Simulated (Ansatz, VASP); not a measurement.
NaHgF3 in VASP and in Ansatz

Contents of INCAR:

```
SYSTEM = NaHgF3
PREC     = Accurate       ! precision mode
ENCUT    = 520            ! plane-wave cutoff, eV
EDIFF    = 1E-6           ! SCF threshold, eV
ISMEAR   = -1             ! smearing method
SIGMA    = 0.02           ! smearing width, eV
LREAL    = .FALSE.        ! projectors in reciprocal space
LASPH    = .TRUE.         ! aspherical terms in the spheres
NELM     = 80             ! most SCF steps
ALGO     = Normal         ! electronic algorithm
ISIF     = 2              ! what is computed and relaxed
LWAVE    = .FALSE.        ! write WAVECAR
LCHARG   = .FALSE.        ! write CHGCAR
GGA      = PE             ! functional
NBANDS   = 28             ! bands
```

Contents of KPOINTS:

```
Automatic mesh
0
G
  6 6 6
  0 0 0
```

The input POSCAR:

```
NaHgF3
1.0
    4.4088439997      0.0000000000      0.0000000000
    0.0000000000      4.4088439997      0.0000000000
    0.0000000000      0.0000000000      4.5684911162
Na Hg F
1 1 3
Direct
    0.0000000000      0.0000000000      0.0000000000
    0.5000000000      0.5000000000      0.5000000000
    0.5000000000      0.5000000000      0.0000000000
    0.5000000000      0.0000000000      0.5000000000
    0.0000000000      0.5000000000      0.5000000000
```

Input for Ansatz:

```yaml
crystal:
  lattice:
    - [4.4088439997, 0.0, 0.0]
    - [0.0, 4.4088439997, 0.0]
    - [0.0, 0.0, 4.5684911162]
  atoms:
    - { symbol: Na, position: [0.0, 0.0, 0.0] }
    - { symbol: Hg, position: [0.5, 0.5, 0.5] }
    - { symbol: F, position: [0.5, 0.5, 0.0] }
    - { symbol: F, position: [0.5, 0.0, 0.5] }
    - { symbol: F, position: [0.0, 0.5, 0.5] }
kpoints:
  mp_grid: { grid: [6, 6, 6] }
  band_path:
    path:
      - [0.0, 0.0, 0.0]
      - [0.0, 0.5, 0.0]
      - [0.5, 0.5, 0.0]
      - [0.5, 0.5, 0.5]
      - [-0.5, -0.5, 0.442708]
    npoints: 1
hamiltonian:
  xc: pbe
scf:
  occupations: { method: fermi_dirac, width: 0.02 }
  n_extra_bands: 5
output:
  forces: true
  stress: true
  eigenvalues: true
```

Change from the starting cell: epitaxial_xy strain -2.0%.

Alike in both runs: task single point; functional PBE; k mesh 6 × 6 × 6; occupations fermi-dirac, width 0.02 eV; no spin polarisation.

|  | VASP | Ansatz |
| --- | --- | --- |
| version | VASP 6.6.1 | Ansatz 0.2.0 |
| potentials or method | VASP PAW PBE potentials, release 64 (Na_pv, Hg, F) | plane waves, PAW |
| plane-wave cutoff (eV) | 520 | 420 |
| valence electrons in the cell | 40 | 50 |

```csv
,VASP,Ansatz,Ansatz less VASP
pressure (GPa),4.5,4.1,-0.43
largest component of the traceless stress (GPa),1.87,1.72,-0.148
```

The two sets of potentials don't hold the same shells in valence.

Caveats: spin-orbit coupling is left out, which moves the levels of the heavy elements.
